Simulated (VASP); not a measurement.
An input for Ansatz (written as the equivalent of a VASP run, and not itself run):

Ansatz 0.2 input:
```yaml
crystal:
  lattice:
    - [3.8870000, 0.0000000, 0.0000000]
    - [0.0000000, 3.8870000, 0.0000000]
    - [0.0000000, 0.0000000, 3.8870000]
  atoms:
    - { symbol: Ti, position: [0.0000000, 0.0000000, 0.0000000] }
    - { symbol: Sb, position: [0.5000000, 0.5000000, 0.5000000] }
kpoints:
  mp_grid: { grid: [9, 9, 9] }
hamiltonian:
  xc: r2scan
  pseudopotentials: { kind: paw }
scf:
  occupations: { method: methfessel_paxton, width: 0.1 }
  max_iter: 100
relax:
  max_steps: 60
  f_tol: 0.01
  cell: {}
output: { forces: true, stress: true, eigenvalues: true }
```

Translate this input to VASP (INCAR, KPOINTS, POSCAR, choice of POTCAR).

This is not unique; one that fits is 
**KPOINTS**
```
Automatic mesh
0
Gamma
9 9 9
0 0 0
```

### INCAR
```
SYSTEM=TiSb
PREC=Accurate; ENCUT=400; LREAL=.FALSE.
LASPH=.TRUE.
EDIFF=1E-6; NELM=100; ALGO=Normal
LMAXMIX=4; LMIXTAU=.TRUE.
ISMEAR=1; SIGMA=0.1
METAGGA=R2SCAN
IBRION=2; NSW=60; ISIF=3
EDIFFG=-0.01
LWAVE=.FALSE.; LCHARG=.FALSE.
```

POSCAR:
```
TiSb
1
    3.8870000000     0.0000000000     0.0000000000
    0.0000000000     3.8870000000     0.0000000000
    0.0000000000     0.0000000000     3.8870000000
Ti Sb
1 1
Direct
  0.0000000000   0.0000000000   0.0000000000
  0.5000000000   0.5000000000   0.5000000000
```

POTCAR, in this order: Ti_sv Sb (PBE.64 set). Program: vasp_std.

Limits of the translation: each code has its own PAW files, so the cut-off isn't converted (ENCUT is set for VASP's; basis.ecutwfc is left out, and Ansatz then takes the one that its files recommend); Ansatz stops its SCF on the density residual and VASP on the energy change (EDIFF).

The structure was generated: TiSb was put into the CsCl type type (Pm-3m), which need not be its known phase. This run relaxes it. Symmetry was kept, so distortions that lower it aren't found.
